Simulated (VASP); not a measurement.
Output of a VASP run:

OSZICAR:
```
       N       E                     dE             d eps       ncg     rms          rms(c)
DAV:   1     0.783766168456E+03    0.78377E+03   -0.86805E+04  1864   0.987E+02
DAV:   2    -0.144843018360E+03   -0.92861E+03   -0.89879E+03  1712   0.295E+02
DAV:   3    -0.214037486659E+03   -0.69194E+02   -0.66018E+02  1912   0.551E+01
DAV:   4    -0.218211829541E+03   -0.41743E+01   -0.39848E+01  1992   0.124E+01
DAV:   5    -0.218440956534E+03   -0.22913E+00   -0.22257E+00  1968   0.233E+00    0.212E+02
DAV:   6    -0.213172014909E+03    0.52689E+01   -0.19689E+02  1920   0.253E+01    0.791E+01
DAV:   7    -0.237506394080E+03   -0.24334E+02   -0.47805E+02  1848   0.295E+01    0.114E+02
DAV:   8    -0.200753858315E+03    0.36753E+02   -0.14353E+02  1936   0.180E+01    0.513E+01
DAV:   9    -0.198907384159E+03    0.18465E+01   -0.16610E+01  1992   0.752E+00    0.313E+01
DAV:  10    -0.198618075828E+03    0.28931E+00   -0.13474E+00  2016   0.267E+00    0.220E+01
DAV:  11    -0.198372343036E+03    0.24573E+00   -0.32226E-01  1960   0.126E+00    0.144E+01
DAV:  12    -0.198189109489E+03    0.18323E+00   -0.57835E-01  1976   0.175E+00    0.397E+00
DAV:  13    -0.198175827824E+03    0.13282E-01   -0.14138E-01  1960   0.931E-01    0.197E+00
DAV:  14    -0.198174633719E+03    0.11941E-02   -0.34488E-02  1968   0.440E-01    0.852E-01
DAV:  15    -0.198176425518E+03   -0.17918E-02   -0.45564E-03  1912   0.160E-01    0.614E-01
DAV:  16    -0.198177074770E+03   -0.64925E-03   -0.32962E-03  1928   0.977E-02    0.209E-01
DAV:  17    -0.198178393742E+03   -0.13190E-02   -0.79709E-04  1720   0.672E-02    0.786E-02
DAV:  18    -0.198178762220E+03   -0.36848E-03   -0.23064E-04  1888   0.317E-02    0.604E-02
DAV:  19    -0.198179021752E+03   -0.25953E-03   -0.78618E-05  1672   0.165E-02    0.323E-02
DAV:  20    -0.198179187743E+03   -0.16599E-03   -0.12447E-04  1800   0.182E-02    0.456E-02
DAV:  21    -0.198179214321E+03   -0.26578E-04   -0.23675E-05  1608   0.970E-03    0.195E-02
DAV:  22    -0.198179221058E+03   -0.67376E-05   -0.76370E-06  1424   0.563E-03    0.117E-02
DAV:  23    -0.198179222123E+03   -0.10651E-05   -0.17930E-06  1168   0.263E-03    0.631E-03
DAV:  24    -0.198179222274E+03   -0.15043E-06   -0.50448E-07  1040   0.160E-03
   1 F= -.19817922E+03 E0= -.19812339E+03  d E =-.111674E+00
```

### OUTCAR
```
------------------------ aborting loop because EDIFF is reached ----------------------------------------
  FORCE on cell =-STRESS in cart. coord.  units (eV):
  Direction    XX          YY          ZZ          XY          YZ          ZX
  --------------------------------------------------------------------------------------
  Total      -27.5646613    -22.0316678    -25.9579059      0.0000000      0.0000000      0.0000000
  in kB      -57.2410301    -45.7511648    -53.9044270      0.0000000      0.0000000      0.0000000
  external PRESSURE =     -52.2988740 kB  Pullay stress =       0.0000000 kB
  volume of cell :      771.54
      direct lattice vectors                 reciprocal lattice vectors
     5.377181000  0.000000000  0.000000000     0.185971051  0.000000000  0.000000000
     0.000000000  9.988805000  0.000000000     0.000000000  0.100112075  0.000000000
     0.000000000  0.000000000 14.364404000     0.000000000  0.000000000  0.069616533
 POSITION                                       TOTAL-FORCE (eV/Angst)
 -----------------------------------------------------------------------------------
      4.92908      0.00000      4.00000        -0.000000     -0.000000      1.151542
      4.92908      4.99440      4.00000        -0.000000     -0.000000      1.151542
      1.34430      7.49160      4.00000         0.785632      0.000000      1.061137
      3.13669      2.49720      4.00000        -0.785632      0.000000      1.061137
      2.24049      0.00000      5.59111        -0.000000      0.000000     -0.361553
      2.24049      4.99440      5.59111        -0.000000      0.000000     -0.361553
      4.03289      7.49160      5.59111        -0.285918      0.000000     -0.219307
      0.44810      2.49720      5.59111         0.285918      0.000000     -0.219307
      4.92908      0.00000      7.18220        -0.000000      0.000000     -0.000000
      4.92908      4.99440      7.18220        -0.000000      0.000000     -0.000000
      1.34430      7.49160      7.18220         0.302482      0.000000     -0.000000
      3.13669      2.49720      7.18220        -0.302482      0.000000     -0.000000
      2.24049      0.00000      8.77329        -0.000000      0.000000      0.361553
      2.24049      4.99440      8.77329        -0.000000      0.000000      0.361553
      4.03289      7.49160      8.77329        -0.285918      0.000000      0.219307
      0.44810      2.49720      8.77329         0.285918      0.000000      0.219307
      4.92908      0.00000     10.36441        -0.000000     -0.000000     -1.151542
      4.92908      4.99440     10.36441        -0.000000     -0.000000     -1.151542
      1.34430      7.49160     10.36441         0.785632      0.000000     -1.061137
      3.13669      2.49720     10.36441        -0.785632      0.000000     -1.061137
 -----------------------------------------------------------------------------------
    total drift:                                0.007974      0.000000      0.000000
  FREE ENERGIE OF THE ION-ELECTRON SYSTEM (eV)
  ---------------------------------------------------
  free  energy   TOTEN  =      -198.1792222737 eV

  energy  without entropy=     -198.0675479708  energy(sigma->0) =     -198.12338512
```
(Selected blocks of OUTCAR.)

File POSCAR:
```
Hf
1
    5.3771810000     0.0000000000     0.0000000000
    0.0000000000     9.9888050000     0.0000000000
    0.0000000000     0.0000000000    14.3644040000
Hf
20
Direct
  0.9166670000   0.0000000000   0.2784660000
  0.9166670000   0.5000000000   0.2784660000
  0.2500000000   0.7500000000   0.2784660000
  0.5833330000   0.2500000000   0.2784660000
  0.4166670000   0.0000000000   0.3892340000
  0.4166670000   0.5000000000   0.3892340000
  0.7500000000   0.7500000000   0.3892340000
  0.0833330000   0.2500000000   0.3892340000
  0.9166670000   0.0000000000   0.5000000000
  0.9166670000   0.5000000000   0.5000000000
  0.2500000000   0.7500000000   0.5000000000
  0.5833330000   0.2500000000   0.5000000000
  0.4166670000   0.0000000000   0.6107660000
  0.4166670000   0.5000000000   0.6107660000
  0.7500000000   0.7500000000   0.6107660000
  0.0833330000   0.2500000000   0.6107660000
  0.9166670000   0.0000000000   0.7215340000
  0.9166670000   0.5000000000   0.7215340000
  0.2500000000   0.7500000000   0.7215340000
  0.5833330000   0.2500000000   0.7215340000
```

Task: Write an INCAR and KPOINTS that could have produced this output.

Result: Several could match; the one computed here: the input of the run itself, LDA (Ceperley-Alder, Perdew-Zunger), plane waves, VASP's LDA PAW potentials (set 64).

**INCAR**
```
! general
SYSTEM =Hf
PREC   =Accurate
ENCUT  =300
LREAL  =Auto   ! projection in real space or not
LASPH  =.True.

! electronic loop
EDIFF  =1E-6   ! SCF stop (eV)
NELM   =100
ALGO   =Normal   ! blocked Davidson
LMAXMIX=6   ! l cut-off of mixed one-centre charges

! smearing
ISMEAR =0   ! Gaussian
SIGMA  =0.1

! ions
ISIF   =2

! output
LWAVE  =.False.
LCHARG =.False.
```

File KPOINTS:
```
Automatic mesh
0
Gamma
5 3 1
0 0 0
```

POTCAR, in this order: Hf_pv (LDA.64 set). Program: vasp_std.

At this cut-off the stress carries a Pulay error, which pulls relaxed volumes low. The cell holds a wide vacuum, so values per volume refer to the whole cell.

The cell is a sheet with vacuum, built from a generated structure.
